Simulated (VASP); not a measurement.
## BePtBr6: single point with PBE

BePtBr6:

```
Be Pt Br
1.0
     0.00000    5.00850    5.00850
     5.00850    0.00000    5.00850
     5.00850    5.00850    0.00000
Be Pt Br
1 1 6
Direct
  0.50000 0.50000 0.50000
  0.00000 0.00000 0.00000
  0.74569 0.25431 0.25431
  0.25431 0.74569 0.74569
  0.25431 0.74569 0.25431
  0.74569 0.25431 0.74569
  0.25431 0.25431 0.74569
  0.74569 0.74569 0.25431
```

The cell was built by a generator and needn't be a form met in nature.

The cell isn't the ideal one: species swapped into the HfMnF6 type (Fm-3m, No. 225).

```yaml
Program: VASP 6.6.1
Task: single point
Functional: PBE
Potentials_or_basis: VASP PAW PBE potentials, release 64 (Be, Pt, Br)
Cutoff: 520 eV
k_mesh: 8 × 8 × 8
Occupations: gaussian, width 0.1 eV
Spin: no spin polarisation
```

The pressure is 0.0 GPa. The band gap on the k mesh is none (metal or under the smearing width).

Levels at points of the mesh, in eV from the Fermi level:
| k point | band 23 | band 24 | band 25 | band 26 | band 27 | band 28 | band 29 | band 30 | band 31 | band 32 |
| --- | --- | --- | --- | --- | --- | --- | --- | --- | --- | --- |
| (0.00, 0.00, 0.00) | -0.64 | -0.64 | 0.12 | 0.12 | 0.12 | 1.14 | 1.59 | 1.59 | 5.08 | 5.08 |
| (0.50, 0.00, 0.00) | -0.56 | -0.47 | -0.42 | -0.42 | -0.41 | 0.66 | 0.66 | 3.16 | 3.91 | 7.14 |
| (0.50, 0.50, 0.00) | -0.99 | -0.73 | -0.73 | -0.06 | -0.06 | 0.11 | 1.58 | 4.93 | 5.75 | 5.75 |

It took 9.7 min on 1 thread of Intel(R) Xeon(R) Platinum 8259CL CPU @ 2.50GHz (Skylake/Cascade Lake), with other jobs on the host, peak memory 0.54 GiB.

Spin-orbit coupling is left out, which matters for the levels of Pt.
